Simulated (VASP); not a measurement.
TiGa11As12 (a cell with a defect): single point with HSE06

The system is TiGa11As12 (a cell with a defect).

```xyz
24
Lattice="0.0000 8.4805 8.4805 5.6537 0.0000 5.6537 5.6537 5.6537 0.0000" Properties=species:S:1:pos:R:3 pbc="T T T"
Ti    0.0251    8.4321    8.4292
Ga    2.8208    2.8318    0.0373
Ga    2.8311    0.0482    2.8293
Ga    5.6205    2.8380    2.8255
Ga    0.0576    2.8196    2.8089
Ga    2.8155    5.6417    2.8443
Ga    2.8169    2.8551    5.6313
Ga    5.6801    5.6491    5.6381
Ga   11.3006   11.3205   11.3167
Ga    2.8711    8.4676    5.6190
Ga    2.8719    5.6290    8.4611
Ga    5.6618    8.4897    8.4825
As    1.4250    1.4149    1.4128
As    4.2073    4.2369    1.4418
As    4.2172    1.4537    4.2341
As    7.0888    4.2356    4.2236
As    1.3716    4.2651    4.2556
As    4.2814    7.0686    4.2064
As    4.2819    4.2185    7.0587
As    7.0772    7.0778    7.0667
As    1.5151    6.9980    6.9909
As    4.2343    9.9082    7.0779
As    4.2369    7.0844    9.9036
As    7.0791    9.9074    9.8981
```

```json
{
  "Program": "VASP 6.6.1",
  "Task": "single point",
  "Functional": "HSE06",
  "Potentials or basis": "VASP PAW PBE potentials, release 64 (Ti_sv, Ga_d, As)",
  "Cutoff": "350 eV",
  "k mesh": "2 × 2 × 2",
  "Occupations": "gaussian, width 0.03 eV",
  "Spin": "collinear spin, ferromagnetic start",
  "Starting moments": "[2.0, 0.0, 0.0, 0.0, 0.0, 0.0, 0.0, 0.0, 0.0, 0.0, 0.0, 0.0, 0.0, 0.0, 0.0, 0.0, 0.0, 0.0, 0.0, 0.0, 0.0, 0.0, 0.0, 0.0] μB",
  "Fixed moment": "2 μB",
  "Dq": "-1",
  "Grid for exact exchange (PRECFOCK)": "Fast",
  "Screening parameter": "0.2 1/A",
  "Further INCAR settings": "LREAL = Auto; ALGO = Damped; EDIFF = 0.0001; ISYM = -1; NELECT = 216.0"
}
```

- Largest force: 0.122 eV/Å
- Net moment: 2.00 μB per cell
- Site moments: Ti +1.25; Ga +0.03, +0.02, +0.01; As -0.01, +0.01 μB
- Valence electrons inside the program's atomic spheres: Ti 10.27; Ga 11.68, 11.67, 11.69, 11.66; As 2.96, 2.91, 2.93, 2.92, 2.90

Forces on the atoms (eV/Å):
```
Ti   0.006  0.028  0.029
Ga   0.015  0.024 -0.036
Ga   0.007 -0.032  0.020
Ga   0.077  0.016  0.017
Ga  -0.080  0.005  0.005
Ga   0.010  0.069 -0.005
Ga   0.012 -0.004  0.075
Ga   0.006  0.022  0.019
Ga  -0.072  0.010  0.002
Ga   0.021  0.070 -0.005
Ga   0.028 -0.009  0.068
Ga   0.008  0.010  0.010
As  -0.078 -0.065 -0.067
As   0.032  0.063 -0.067
As   0.021 -0.072  0.053
As  -0.038  0.002  0.013
As   0.060 -0.055 -0.056
As  -0.002 -0.031 -0.003
As  -0.003 -0.010 -0.027
As  -0.013 -0.022 -0.019
As  -0.061  0.044  0.038
As   0.026 -0.019 -0.021
As   0.030 -0.017 -0.022
As  -0.012 -0.027 -0.021
```

It took 37 min on 4 MPI ranks on Intel(R) Xeon(R) 6975P-C (Granite Rapids) (shared host), peak memory 1.1 GiB a rank.

Caveat: the k mesh is coarse (spacing up to 0.48 Å⁻¹), so the values aren't converged, least of all with exact exchange; the PAW data sets were made with another functional, which shifts forces and pressure a little; the total moment is fixed, so each spin has its own Fermi level.
